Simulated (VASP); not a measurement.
A VASP calculation is set up with these files.

File KPOINTS:
```
K-points
0
G
1 1 1
0 0 0
```

### POSCAR
```
VN
2.9167660
  0.0000000000   0.7071067751   0.7071067751
  0.7071067751   0.0000000000   0.7071067751
  0.7071067751   0.7071067751   0.0000000000
V N
1 1
Direct
  0.0000000000   0.0000000000   0.0000000000
  0.5000000000   0.5000000000   0.5000000000
```

**INCAR**
```
! general
SYSTEM   =  VN
PREC     =  Accurate
ENCUT    =  400   ! plane-wave cut-off (eV)
LREAL    =  .FALSE.   ! projection in real space or not
LASPH    =  .TRUE.   ! aspherical one-centre terms

! electronic loop
EDIFF    =  1E-6
NELM     =  100   ! most electronic steps
ALGO     =  Normal
LMAXMIX  =  4

! smearing
ISMEAR   =  1
SIGMA    =  0.05   ! width (eV)

! functional
GGA      =  PE

! ions
ISIF     =  2   ! forces and stress, cell fixed

! output
LWAVE    =  .FALSE.
LCHARG   =  .FALSE.
```

POTCAR, in this order: V_sv N (PBE.64 set). Program: vasp_std.

Write an equivalent input for Ansatz.

One equivalent input (not run):
Ansatz 0.2 input:
```yaml
crystal:
  lattice:
    - [0.0000000, 2.0624650, 2.0624650]
    - [2.0624650, 0.0000000, 2.0624650]
    - [2.0624650, 2.0624650, 0.0000000]
  atoms:
    - { symbol: V, position: [0.0000000, 0.0000000, 0.0000000] }
    - { symbol: N, position: [0.5000000, 0.5000000, 0.5000000] }
kpoints:
  mp_grid: { grid: [1, 1, 1] }
hamiltonian:
  xc: pbe
  pseudopotentials: { kind: paw }
scf:
  occupations: { method: methfessel_paxton, width: 0.05 }
  max_iter: 100
output: { forces: true, stress: true, eigenvalues: true }
```
The two are equivalent in intent, not identical: each code has its own PAW files, so the cut-off isn't converted (ENCUT is set for VASP's; basis.ecutwfc is left out, and Ansatz then takes the one that its files recommend); Ansatz stops its SCF on the density residual and VASP on the energy change (EDIFF).

The structure comes from a computed database's VN entry; how it stands against other phases isn't given here. The cell was not relaxed at this level. The k-mesh is coarse (spacing up to 2.64 per Å, 2π included), so the numbers may not be converged in it. The run is one of a series of settings (KPOINTS 1×1×1 Γ-centred mesh against the base run), some of them coarse on purpose.
